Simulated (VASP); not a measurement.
## PdTe (relaxed from the NiAs type structure, space group P6_3/mmc): computed properties

Calculation: PBEsol GGA, VASP's PBE PAW potentials (set 64) (plane waves; VASP).

| Property | Result |
|---|---|
| space group | P6_3/mmc (194) |
| cell | a = 4.155 Å, b = 4.155 Å, c = 5.628 Å, α = 90.00°, β = 90.00°, γ = 120.00° |
| volume per atom | 21.04 Å³/atom |
| band gap (over mesh and band path) | none (metal, semimetal or under 0.01 eV) |
| density | 9.24 g/cm³ |

```cif
data_Pd2Te2
_chemical_formula_sum 'Pd2 Te2'
_space_group_name_H-M_alt 'P63/mmc'
_space_group_IT_number 194
_space_group_name_Hall '-P 6c 2c'
_cell_length_a 4.15499
_cell_length_b 4.15499
_cell_length_c 5.62816
_cell_angle_alpha 90.000
_cell_angle_beta 90.000
_cell_angle_gamma 120.000
loop_
_atom_site_label
_atom_site_type_symbol
_atom_site_symmetry_multiplicity
_atom_site_Wyckoff_symbol
_atom_site_fract_x
_atom_site_fract_y
_atom_site_fract_z
_atom_site_occupancy
Pd1 Pd 2 a 0.00000 0.00000 0.00000 1
Te1 Te 2 c 0.33333 0.66667 0.25000 1
```

Unless said otherwise, spin-orbit coupling is left out, though it shifts the bands of the heavy elements here.

The structure was generated: PdTe was put into the NiAs type type (P6_3/mmc), which need not be its known phase. It was relaxed first, which changed the volume by -19 %. Symmetry was kept, so distortions that lower it aren't found.
